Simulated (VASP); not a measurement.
Calculation: revPBE GGA, VASP's PBE PAW potentials (set 64) (plane waves; VASP).

VASP ran on this input.

### INCAR
```
SYSTEM = Rh
PREC = Accurate; ENCUT = 520; LREAL = .FALSE.
LASPH = .TRUE.
EDIFF = 1E-6; NELM = 100; ALGO = Normal
LMAXMIX = 4
ISMEAR = 1; SIGMA = 0.1
GGA = RE
IBRION = 2; NSW = 60; ISIF = 3
EDIFFG = -0.01
LWAVE = .FALSE.; LCHARG = .FALSE.
```

**KPOINTS**
```
Automatic mesh
0
Gamma
15 15 15
0 0 0
```

POSCAR:
```
Rh
1
   -0.0000000000     1.9234712785     1.9234712785
    1.9234712785     0.0000000000     1.9234712785
    1.9234712785     1.9234712785     0.0000000000
Rh
1
Direct
  0.0000000000   0.0000000000   0.0000000000
```

POTCAR, in this order: Rh_pv (PBE.64 set). Program: vasp_std.

Problem. What does the run give for the energy per atom (σ→0), band gap (on the k-mesh)?

Solution. 
The energy per atom (σ→0) is -6.750 eV/atom and the band gap (on the k-mesh) is none (metal, semimetal or under 0.01 eV).

**OSZICAR**
```
...
DAV:   5    -0.721700086359E+01   -0.14637E-03   -0.14637E-03  2996   0.475E-01    0.905E+00
DAV:   6    -0.676614068446E+01    0.45086E+00   -0.10833E+00  2733   0.156E+01    0.320E+00
DAV:   7    -0.675273631260E+01    0.13404E-01   -0.17920E-02  2934   0.174E+00    0.159E+00
DAV:   8    -0.674984301920E+01    0.28933E-02   -0.28841E-03  2751   0.847E-01    0.154E-01
DAV:   9    -0.674976088307E+01    0.82136E-04   -0.59096E-05  3036   0.123E-01    0.156E-02
DAV:  10    -0.674976547103E+01   -0.45880E-05   -0.47956E-06  2853   0.329E-02    0.269E-03
DAV:  11    -0.674976547777E+01   -0.67448E-08   -0.21765E-07  1563   0.675E-03
   1 F= -.67497655E+01 E0= -.67497519E+01  d E =-.674977E+01
```

The compound is Rh in the fcc structure. It was relaxed first. The start is the result of an earlier pass.
